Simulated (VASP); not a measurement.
These are revPBE GGA, VASP's PBE PAW potentials (set 64) (plane waves; VASP) values and carry that method's errors.

Input for VASP

File POSCAR:
```
Ge
1
    0.0000000000     2.8686986682     2.8686986682
    2.8686986682     0.0000000000     2.8686986682
    2.8686986682     2.8686986682     0.0000000000
Ge
2
Direct
  0.0000000000   0.0000000000   0.0000000000
  0.2500000000   0.2500000000   0.2500000000
```

**INCAR**
```
SYSTEM=Ge
PREC=Accurate; ENCUT=520; LREAL=.FALSE.
LASPH=.TRUE.
EDIFF=1E-7; NELM=100; ALGO=Normal
LMAXMIX=4
ISMEAR=1; SIGMA=0.1
GGA=RE
ISIF=2
LWAVE=.FALSE.; LCHARG=.FALSE.
```

**KPOINTS**
```
Automatic mesh
0
Gamma
11 11 11
0 0 0
```

POTCAR, in this order: Ge_d (PBE.64 set). Program: vasp_std.

Output

File OUTCAR:
```
 ion  position               nearest neighbor table
   1  0.000  0.000  0.000-   2 2.48   2 2.48   2 2.48   2 2.48
   2  0.250  0.250  0.250-   1 2.48   1 2.48   1 2.48   1 2.48
  LATTYP: Found a face centered cubic cell.
 ALAT       =     5.7373973364
 Subroutine PRICEL returns:
 Original cell was already a primitive cell.
 Subroutine GETGRP returns: Found 48 space group operations
The static configuration has the point symmetry T_d .
 The point group associated with its full space group is O_h .
The dynamic configuration has the point symmetry T_d .
 Subroutine INISYM returns: Found 48 space group operations
 Subroutine IBZKPT returns following result:
 Found     56 irreducible k-points:

 Following reciprocal coordinates:
            Coordinates               Weight
  0.000000  0.000000  0.000000      1.000000
  0.090909  0.000000  0.000000      8.000000
  0.181818  0.000000  0.000000      8.000000
  0.272727  0.000000  0.000000      8.000000
  0.363636  0.000000  0.000000      8.000000
  0.454545  0.000000  0.000000      8.000000
  0.090909  0.090909  0.000000      6.000000
  0.181818  0.090909  0.000000     24.000000
  0.272727  0.090909  0.000000     24.000000
  0.363636  0.090909  0.000000     24.000000
  0.454545  0.090909  0.000000     24.000000
 -0.454545  0.090909  0.000000     24.000000
 -0.363636  0.090909  0.000000     24.000000
 -0.272727  0.090909  0.000000     24.000000
 -0.181818  0.090909  0.000000     24.000000
 -0.090909  0.090909  0.000000     12.000000
  0.181818  0.181818  0.000000      6.000000
  0.272727  0.181818  0.000000     24.000000
  0.363636  0.181818  0.000000     24.000000
  0.454545  0.181818  0.000000     24.000000
 -0.454545  0.181818  0.000000     24.000000
 -0.363636  0.181818  0.000000     24.000000
 -0.272727  0.181818  0.000000     24.000000
 -0.181818  0.181818  0.000000     12.000000
  0.272727  0.272727  0.000000      6.000000
  0.363636  0.272727  0.000000     24.000000
  0.454545  0.272727  0.000000     24.000000
 -0.454545  0.272727  0.000000     24.000000
 -0.363636  0.272727  0.000000     24.000000
 -0.272727  0.272727  0.000000     12.000000
  0.363636  0.363636  0.000000      6.000000
  0.454545  0.363636  0.000000     24.000000
 -0.454545  0.363636  0.000000     24.000000
 -0.363636  0.363636  0.000000     12.000000
  0.454545  0.454545  0.000000      6.000000
 -0.454545  0.454545  0.000000     12.000000
  0.272727  0.181818  0.090909     24.000000
  0.363636  0.181818  0.090909     48.000000
  0.454545  0.181818  0.090909     48.000000
 -0.454545  0.181818  0.090909     48.000000
   k-points           NKPTS =     56   k-points in BZ     NKDIM =     56   number of bands    NBANDS=     18
   number of dos      NEDOS =    301   number of ions     NIONS =      2
   total plane-waves  NPLWV =  27000
   dimension x,y,z NGX =    30 NGY =   30 NGZ =   30
   dimension x,y,z NGXF=    60 NGYF=   60 NGZF=   60
   ions per type =               2
   PREC   = accura    normal or accurate (medium, high low for compatibility)
   ISTART =      0    job   : 0-new  1-cont  2-samecut
   ICHARG =      2    charge: 1-file 2-atom 10-const
   ISPIN  =      1    spin polarized calculation?
   LNONCOLLINEAR =      F non collinear calculations
   LSORBIT =      F    spin-orbit coupling
   INIWAV =      1    electr: 0-lowe 1-rand  2-diag
   ENCUT  =  520.0 eV  38.22 Ry    6.18 a.u.   7.54  7.54  7.54*2*pi/ulx,y,z
   NELM   =    100;   NELMIN=  2; NELMDL= -5     # of ELM steps
   EDIFF  = 0.1E-06   stopping-criterion for ELM
   LREAL  =      F    real-space projection
   NLSPLINE    = F    spline interpolate recip. space projectors
...
```

File OSZICAR:
```
       N       E                     dE             d eps       ncg     rms          rms(c)
DAV:   1     0.163250356251E+03    0.16325E+03   -0.15600E+04  2048   0.419E+03
DAV:   2     0.122109884990E+02   -0.15104E+03   -0.14847E+03  2024   0.539E+02
DAV:   3    -0.787561850360E+01   -0.20087E+02   -0.19948E+02  2172   0.147E+02
DAV:   4    -0.850098479323E+01   -0.62537E+00   -0.62431E+00  2314   0.296E+01
DAV:   5    -0.851155509399E+01   -0.10570E-01   -0.10569E-01  2282   0.400E+00    0.317E+00
DAV:   6    -0.847484355657E+01    0.36712E-01   -0.19338E-02  2272   0.175E+00    0.190E+00
DAV:   7    -0.845500027205E+01    0.19843E-01   -0.48357E-02  2136   0.246E+00    0.179E-01
DAV:   8    -0.845762705596E+01   -0.26268E-02   -0.81740E-03  2356   0.140E+00    0.524E-02
DAV:   9    -0.845766057155E+01   -0.33516E-04   -0.39299E-04  2598   0.400E-01    0.230E-02
DAV:  10    -0.845776019718E+01   -0.99626E-04   -0.23927E-04  2094   0.174E-01    0.678E-03
DAV:  11    -0.845776380505E+01   -0.36079E-05   -0.24458E-05  2586   0.946E-02    0.304E-03
DAV:  12    -0.845776466761E+01   -0.86255E-06   -0.22197E-06  2106   0.146E-02    0.372E-04
DAV:  13    -0.845776461447E+01    0.53134E-07   -0.47829E-08  1944   0.262E-03
   1 F= -.84577646E+01 E0= -.84577914E+01  d E =0.802903E-04
```

File OUTCAR:
```
------------------------ aborting loop because EDIFF is reached ----------------------------------------
  FORCE on cell =-STRESS in cart. coord.  units (eV):
  Direction    XX          YY          ZZ          XY          YZ          ZX
  --------------------------------------------------------------------------------------
  Total        0.5568263      0.5568263      0.5568263      0.0000000      0.0000000     -0.0000000
  in kB       18.8949409     18.8949409     18.8949409      0.0000000      0.0000000     -0.0000000
  external PRESSURE =      18.8949409 kB  Pullay stress =       0.0000000 kB
  volume of cell :       47.22
      direct lattice vectors                 reciprocal lattice vectors
     0.000000000  2.868698668  2.868698668    -0.174295058  0.174295058  0.174295058
     2.868698668  0.000000000  2.868698668     0.174295058 -0.174295058  0.174295058
     2.868698668  2.868698668  0.000000000     0.174295058  0.174295058 -0.174295058
 POSITION                                       TOTAL-FORCE (eV/Angst)
 -----------------------------------------------------------------------------------
      0.00000      0.00000      0.00000        -0.000000     -0.000000     -0.000000
      1.43435      1.43435      1.43435         0.000000      0.000000      0.000000
 -----------------------------------------------------------------------------------
    total drift:                                0.000000      0.000000      0.000000
  FREE ENERGIE OF THE ION-ELECTRON SYSTEM (eV)
  ---------------------------------------------------
  free  energy   TOTEN  =        -8.4577646145 eV

  energy  without entropy=       -8.4578449048  energy(sigma->0) =       -8.45779138
```
(Selected blocks of OUTCAR.)

The compound is Ge in the diamond structure. This cell is one point of a volume scan, at 0.97 of the reference volume.
